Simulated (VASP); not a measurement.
These are PBEsol GGA, VASP's PBE PAW potentials (set 64) (plane waves; VASP 6.6.1) values and carry that method's errors.

The input files of a VASP run:

### KPOINTS
```
Automatic mesh
0
Gamma
7 7 7
0 0 0
```

INCAR:
```
SYSTEM = SnTe
PREC = Accurate; ENCUT = 400; LREAL = F
LASPH = T
EDIFF = 1E-6; NELM = 100; ALGO = Normal
LMAXMIX = 4
ISMEAR = 0; SIGMA = 0.05
GGA = PS
IBRION = 2; NSW = 60; ISIF = 3
EDIFFG = -0.01
LWAVE = F; LCHARG = F
```

File POSCAR:
```
SnTe
1
    0.0000000000     3.1985200000     3.1985200000
    3.1985200000     0.0000000000     3.1985200000
    3.1985200000     3.1985200000     0.0000000000
Sn Te
1 1
Direct
  0.0000000000   0.0000000000   0.0000000000
  0.2500000000   0.2500000000   0.2500000000
```

POTCAR, in this order: Sn_d Te (PBE.64 set). Program: vasp_std.

Energy and stress use the plane-wave basis of the starting cell.

Problem. Estimate the energy per atom (σ→0), volume per atom.

Solution. 
The energy per atom (σ→0) is -3.802 eV/atom and the volume per atom comes out as 44.28 Å³/atom.

OSZICAR:
```
...
DAV:   1    -0.761571332328E+01   -0.11062E-01   -0.23665E-01   680   0.777E+00    0.597E-01
DAV:   2    -0.760718306832E+01    0.85303E-02   -0.14772E-02   686   0.194E+00    0.248E-01
DAV:   3    -0.760516507733E+01    0.20180E-02   -0.56335E-03   680   0.113E+00    0.527E-02
DAV:   4    -0.760507989090E+01    0.85186E-04   -0.16809E-04   774   0.109E-01    0.521E-02
DAV:   5    -0.760504488339E+01    0.35008E-04   -0.18953E-05   802   0.357E-02    0.141E-02
DAV:   6    -0.760504342877E+01    0.14546E-05   -0.41702E-06   644   0.304E-02    0.218E-03
DAV:   7    -0.760504374415E+01   -0.31538E-06   -0.23907E-07   340   0.399E-03
   4 F= -.76050437E+01 E0= -.76048699E+01  d E =-.818650E+00
```

The structure was generated: SnTe was put into the zinc blende type (F-43m), which need not be its known phase. This run relaxes it. Symmetry was kept, so distortions that lower it aren't found.
